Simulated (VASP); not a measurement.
An input for Ansatz (written as the equivalent of a VASP run, and not itself run):

Ansatz 0.2 input:
```yaml
crystal:
  lattice:
    - [0.0000000, 2.6375052, 2.6375052]
    - [2.6776703, -0.0401651, 2.6776703]
    - [2.6776703, 2.6776703, -0.0401651]
  atoms:
    - { symbol: Zn, position: [0.0000000, 0.0000000, 0.0000000] }
    - { symbol: S, position: [0.2500000, 0.2500000, 0.2500000] }
kpoints:
  mp_grid: { grid: [8, 8, 8] }
hamiltonian:
  xc: pbesol
  pseudopotentials: { kind: paw }
scf:
  occupations: { method: gaussian, width: 0.05 }
  max_iter: 100
output: { forces: true, stress: true, eigenvalues: true }
```

Question: Write the VASP files for the same calculation (PBEsol).

Answer: One answer among several that fit: 
POSCAR:
```
ZnS
1.0
  0.0000000000   2.6375052455   2.6375052455
  2.6776703000  -0.0401650545   2.6776703000
  2.6776703000   2.6776703000  -0.0401650545
Zn S
1 1
Cart
  0.0000000000   0.0000000000   0.0000000000
  1.3388351500   1.3187526227   1.3187526227
```

**INCAR**
```
SYSTEM=ZnS
PREC=Accurate; ENCUT=480; LREAL=.FALSE.
LASPH=.TRUE.
EDIFF=1E-7; NELM=100; ALGO=Normal
LMAXMIX=4
ISMEAR=0; SIGMA=0.05
GGA=PS
ISIF=2
LWAVE=.FALSE.; LCHARG=.FALSE.
```

KPOINTS:
```
K-points
0
gamma
  8 8 8
0 0 0
```

POTCAR, in this order: Zn S (PBE.64 set). Program: vasp_std.

Limits of the translation: each code has its own PAW files, so the cut-off isn't converted (ENCUT is set for VASP's; basis.ecutwfc is left out, and Ansatz then takes the one that its files recommend); Ansatz stops its SCF on the density residual and VASP on the energy change (EDIFF).

The compound is ZnS in the zinc blende structure. This cell was strained or had an atom moved on purpose.
